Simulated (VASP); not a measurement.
Data:

```
CELL_PARAMETERS angstrom
      4.82606     0.00000     0.00000
      0.00000     4.82606     0.00000
      0.00000     0.00000     4.82606
ATOMIC_POSITIONS crystal
  Cs 0.00000 0.00000 0.00000
  I  0.50000 0.50000 0.50000
```

All values below come from revPBE GGA, VASP's PBE PAW potentials (set 64) (plane waves; VASP 6.6.1). Run with 520 eV cut-off, 5×5×5 Γ-centred mesh, Gaussian smearing of 0.050 eV, potentials Cs_sv I.

Problem. Predict the energy per atom (σ→0).

Solution. 
| Item | Result |
|---|---|
| energy per atom (σ→0) | -2.547 eV/atom |

The compound is CsI in the CsCl type structure. It was relaxed first, which changed the volume by +18 %. The start is the result of an earlier pass.
